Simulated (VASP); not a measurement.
Calculation: PW91 GGA, VASP's PBE PAW potentials (set 64) (plane waves; VASP).

Input for VASP

File KPOINTS:
```
Automatic mesh
0
Gamma
6 6 6
0 0 0
```

INCAR:
```
ALGO = Normal
EDIFF = 1E-6
EDIFFG = -0.01
ENCUT = 520
GGA = 91
IBRION = 2
ISIF = 3
ISMEAR = 0
LASPH = .TRUE.
LCHARG = .FALSE.
LMAXMIX = 4
LREAL = .FALSE.
LWAVE = .FALSE.
NELM = 100
NSW = 60
PREC = Accurate
SIGMA = 0.05
SYSTEM = CsCl
```

### POSCAR
```
CsCl
1
    4.1200000000     0.0000000000     0.0000000000
    0.0000000000     4.1200000000     0.0000000000
    0.0000000000     0.0000000000     4.1200000000
Cs Cl
1 1
Direct
  0.0000000000   0.0000000000   0.0000000000
  0.5000000000   0.5000000000   0.5000000000
```

POTCAR, in this order: Cs_sv Cl (PBE.64 set). Program: vasp_std.

Energy and stress use the plane-wave basis of the starting cell. Unless said otherwise, spin-orbit coupling is left out, though it shifts the bands of the heavy elements here.

### Question
Estimate the energy per atom (σ→0), volume per atom, band gap (on the k-mesh).

### Answer

```
Item                                       Value
------------------------  ----------------------
energy per atom (σ→0)     -318.5 kJ/mol of atoms
band gap (on the k-mesh)                 5.05 eV
volume per atom                   36.86 Å^3/atom
```

File OSZICAR:
```
...
DAV:   1    -0.666099011964E+01   -0.61265E-01   -0.11185E+00   480   0.713E+00    0.126E+00
DAV:   2    -0.661148576460E+01    0.49504E-01   -0.88592E-02   496   0.179E+00    0.429E-01
DAV:   3    -0.660252320756E+01    0.89626E-02   -0.23940E-02   480   0.943E-01    0.223E-01
DAV:   4    -0.660191531750E+01    0.60789E-03   -0.18753E-03   512   0.280E-01    0.566E-02
DAV:   5    -0.660190423356E+01    0.11084E-04   -0.11472E-04   524   0.723E-02    0.317E-02
DAV:   6    -0.660190083002E+01    0.34035E-05   -0.75945E-06   536   0.218E-02    0.943E-03
DAV:   7    -0.660190018404E+01    0.64598E-06   -0.18308E-06   492   0.797E-03
   3 F= -.66019002E+01 E0= -.66019002E+01  d E =-.103353E-01
```

The compound is CsCl in the CsCl type structure. This run relaxes it. Symmetry was kept, so distortions that lower it aren't found.
